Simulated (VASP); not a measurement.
The system is GeBr.

```
Ge Br
1.0
     4.82680    0.00000    0.00000
    -2.41340    4.18013    0.00000
     0.00000    0.00000    5.56466
Ge Br
2 2
Cartesian
  0.0000 0.0000 0.0000
  0.0000 0.0000 2.7823
  0.0000 2.7868 4.1735
  2.4134 1.3934 1.3912
```

The cell was built by a generator and needn't be a form met in nature.

| Property | Result |
| --- | --- |
| Program | VASP 6.6.1 |
| Task | single point |
| Functional | PBE |
| Potentials or basis | VASP PAW PBE potentials, release 64 (Ge_d, Br) |
| Cutoff | 520 eV |
| k mesh | 7 × 7 × 5 |
| Occupations | fermi-dirac, width 0.05 eV |
| Spin | no spin polarisation |

On this cell: pressure -0.1 GPa; largest force under 0.003 eV/Å; band gap on the k mesh none (metal or under the smearing width).

The same run follows on a disturbed copy (atoms moved at random, drawn with an rms of 0.05 Å):

```xyz
4
Lattice="4.8268 0.0000 0.0000 -2.4134 4.1801 0.0000 0.0000 0.0000 5.5647" Properties=species:S:1:pos:R:3 pbc="T T T"
Ge   -0.0044    0.0174    0.0490
Ge    0.0357   -0.0171    2.8266
Br   -0.0453    2.8410    4.1261
Br    2.3699    1.3940    1.4058
```

Question: What changes?

Answer: The energy (extrapolated to zero smearing) moves by -1.0 meV/atom; pressure 0.0 GPa; largest force 0.129 eV/Å; band gap on the k mesh none (metal or under the smearing width).

Forces in eV/Å, atoms in the order of the input:
```
Ge  -0.001  0.021  0.022
Ge   0.031 -0.021  0.064
Br  -0.022  0.059  0.028
Br  -0.007 -0.060 -0.114
```

Stress tensor (GPa, compression positive):
```
-0.28  0.03 -0.02
 0.03  0.41 -0.02
-0.02 -0.02 -0.25
```
